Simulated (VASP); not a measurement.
Input for VASP

KPOINTS:
```
Automatic mesh
0
Gamma
2 2 2
0 0 0
```

**POSCAR**
```
ZrO2
1
    0.0000000000     2.5747760000     2.5747760000
    2.5747760000     0.0000000000     2.5747760000
    2.5747760000     2.5747760000     0.0000000000
Zr O
1 2
Direct
  0.0000000000   0.0000000000   0.0000000000
  0.2500000000   0.2500000000   0.2500000000
  0.7500000000   0.7500000000   0.7500000000
```

**INCAR**
```
SYSTEM = ZrO2
PREC = Accurate
ENCUT = 400
EDIFF = 1E-6
NELM = 100
ALGO = Normal
LREAL = .FALSE.
LASPH = .TRUE.
ISMEAR = -1
SIGMA = 0.05
GGA = PE
LMAXMIX = 4
LWAVE = .FALSE.
LCHARG = .FALSE.
ISIF = 2
```

POTCAR, in this order: Zr_sv O (PBE.64 set). Program: vasp_std.

Translate this PBE calculation to Ansatz.

One equivalent input (not run):
Ansatz 0.2 input:
```yaml
crystal:
  lattice:
    - [0.0000000, 2.5747760, 2.5747760]
    - [2.5747760, 0.0000000, 2.5747760]
    - [2.5747760, 2.5747760, 0.0000000]
  atoms:
    - { symbol: Zr, position: [0.0000000, 0.0000000, 0.0000000] }
    - { symbol: O, position: [0.2500000, 0.2500000, 0.2500000] }
    - { symbol: O, position: [0.7500000, 0.7500000, 0.7500000] }
kpoints:
  mp_grid: { grid: [2, 2, 2] }
hamiltonian:
  xc: pbe
  pseudopotentials: { kind: paw }
scf:
  occupations: { method: fermi_dirac, width: 0.05 }
  max_iter: 100
output: { forces: true, stress: true, eigenvalues: true }
```
Limits of the translation: each code has its own PAW files, so the cut-off isn't converted (ENCUT is set for VASP's; basis.ecutwfc is left out, and Ansatz then takes the one that its files recommend); Ansatz stops its SCF on the density residual and VASP on the energy change (EDIFF).

The structure is a typed ZrO2 crystal (Fm-3m). The cell was not relaxed at this level. The k-mesh is coarse (spacing up to 1.06 per Å, 2π included), so the numbers may not be converged in it. The run is one of a series of settings (KPOINTS 2×2×2 Γ-centred mesh against the base run), some of them coarse on purpose.
